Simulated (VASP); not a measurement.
Output of a VASP run:

**OSZICAR**
```
       N       E                     dE             d eps       ncg     rms          rms(c)
DAV:   1     0.159416599787E+03    0.15942E+03   -0.94677E+03  5100   0.104E+03
DAV:   2    -0.129869737967E+02   -0.17240E+03   -0.16220E+03  5127   0.298E+02
DAV:   3    -0.300619839944E+02   -0.17075E+02   -0.16500E+02  5517   0.102E+02
DAV:   4    -0.305576064215E+02   -0.49562E+00   -0.48601E+00  5876   0.181E+01
DAV:   5    -0.305721067263E+02   -0.14500E-01   -0.14484E-01  6036   0.278E+00    0.202E+01
DAV:   6    -0.280986487764E+02    0.24735E+01   -0.37976E+01  6687   0.849E+01    0.199E+01
DAV:   7    -0.269228137852E+02    0.11758E+01   -0.11321E+01  6416   0.625E+01    0.104E+01
DAV:   8    -0.269700697258E+02   -0.47256E-01   -0.13285E+00  5563   0.103E+01    0.539E+00
DAV:   9    -0.269122771139E+02    0.57793E-01   -0.32506E-01  7917   0.899E+00    0.168E+00
DAV:  10    -0.269251244490E+02   -0.12847E-01   -0.71395E-02  5564   0.345E+00    0.114E+00
DAV:  11    -0.269195941050E+02    0.55303E-02   -0.20355E-02  7376   0.268E+00    0.688E-01
DAV:  12    -0.269215212847E+02   -0.19272E-02   -0.95469E-03  7332   0.183E+00    0.456E-01
DAV:  13    -0.269180239200E+02    0.34974E-02   -0.21833E-02  6177   0.256E+00    0.228E-01
DAV:  14    -0.269213455037E+02   -0.33216E-02   -0.16879E-03  5066   0.493E-01    0.165E-01
DAV:  15    -0.269213826733E+02   -0.37170E-04   -0.30033E-03  6937   0.812E-01    0.664E-02
DAV:  16    -0.269216176592E+02   -0.23499E-03   -0.16861E-04  5629   0.154E-01    0.228E-02
DAV:  17    -0.269216374087E+02   -0.19749E-04   -0.44884E-05  7445   0.760E-02    0.124E-02
DAV:  18    -0.269216392420E+02   -0.18334E-05   -0.17182E-05  4721   0.446E-02    0.751E-03
DAV:  19    -0.269216415136E+02   -0.22716E-05   -0.42105E-06  3718   0.256E-02    0.315E-03
DAV:  20    -0.269216419678E+02   -0.45411E-06   -0.30178E-06  2878   0.141E-02
   1 F= -.26921642E+02 E0= -.26917475E+02  d E =-.833464E-02  mag=    -0.0000
```

**OUTCAR**
```
------------------------ aborting loop because EDIFF is reached ----------------------------------------
  FORCE on cell =-STRESS in cart. coord.  units (eV):
  Direction    XX          YY          ZZ          XY          YZ          ZX
  --------------------------------------------------------------------------------------
  Total      -23.1404330    -23.1404330    -23.1404330      0.6618816      0.6618816      0.6618816
  in kB     -959.1427799   -959.1427799   -959.1427799     27.4341861     27.4341861     27.4341861
  external PRESSURE =    -959.1427799 kB  Pullay stress =       0.0000000 kB
  volume of cell :       38.65
      direct lattice vectors                 reciprocal lattice vectors
     4.260000000  2.130000000  2.130000000     0.352112676 -0.117370892 -0.117370892
     2.130000000  4.260000000  2.130000000    -0.117370892  0.352112676 -0.117370892
     2.130000000  2.130000000  4.260000000    -0.117370892 -0.117370892  0.352112676
 POSITION                                       TOTAL-FORCE (eV/Angst)
 -----------------------------------------------------------------------------------
      0.00000      0.00000      0.00000         0.000000     -0.000000      0.000000
      4.26000      4.26000      4.26000        -0.000000      0.000000      0.000000
      2.13000      2.13000      2.13000         0.000000      0.000000     -0.000000
      6.39000      6.39000      6.39000        -0.000000     -0.000000     -0.000000
 -----------------------------------------------------------------------------------
    total drift:                                0.000000      0.000000      0.000000
  FREE ENERGIE OF THE ION-ELECTRON SYSTEM (eV)
  ---------------------------------------------------
  free  energy   TOTEN  =       -26.9216419678 eV

  energy  without entropy=      -26.9133073324  energy(sigma->0) =      -26.91747465

 total charge

# of ion       s       p       d       tot
------------------------------------------
    1        0.286   0.356   7.195   7.836
    2        0.286   0.356   7.195   7.836
    3        1.751   3.529   0.000   5.279
    4        1.751   3.529   0.000   5.279
--------------------------------------------------
tot          4.074   7.769  14.389  26.231

 magnetization (x)

# of ion       s       p       d       tot
------------------------------------------
    1       -0.003  -0.005   2.430   2.422
    2        0.003   0.005  -2.430  -2.422
    3        0.000   0.000   0.000   0.000
    4        0.000   0.000   0.000   0.000
--------------------------------------------------
tot          0.000   0.000   0.000   0.000
```
(Selected blocks of OUTCAR.)

POSCAR:
```
CoO
1
    4.2600000000     2.1300000000     2.1300000000
    2.1300000000     4.2600000000     2.1300000000
    2.1300000000     2.1300000000     4.2600000000
Co O
2 2
Direct
  0.0000000000   0.0000000000   0.0000000000
  0.5000000000   0.5000000000   0.5000000000
  0.2500000000   0.2500000000   0.2500000000
  0.7500000000   0.7500000000   0.7500000000
```

**Question.** Write an INCAR and KPOINTS that could have produced this output.

**Answer.** This is not unique; one that fits is the input of the run itself, PBE GGA, plane waves, VASP's PBE PAW potentials (set 64).

File KPOINTS:
```
Automatic mesh
0
Gamma
8 8 8
0 0 0
```

INCAR:
```
ALGO = Normal
EDIFF = 1E-6
ENCUT = 250
GGA = PE
ISIF = 2
ISMEAR = 0
ISPIN = 2
LASPH = .True.
LCHARG = .False.
LMAXMIX = 4
LORBIT = 10
LREAL = .False.
LWAVE = .False.
MAGMOM = 3.0 -3.0 0.0 0.0
NELM = 100
PREC = Accurate
SIGMA = 0.05
SYSTEM = CoO
```

POTCAR, in this order: Co O (PBE.64 set). Program: vasp_std.

At this cut-off the stress carries a Pulay error, which pulls relaxed volumes low.

The compound is CoO in the rock salt, AFM-II order structure. The cell was not relaxed at this level. The k-mesh is coarse (spacing up to 0.31 per Å, 2π included), so the numbers may not be converged in it. The run is one of a series of settings (ENCUT = 250 against the base run), some of them coarse on purpose.
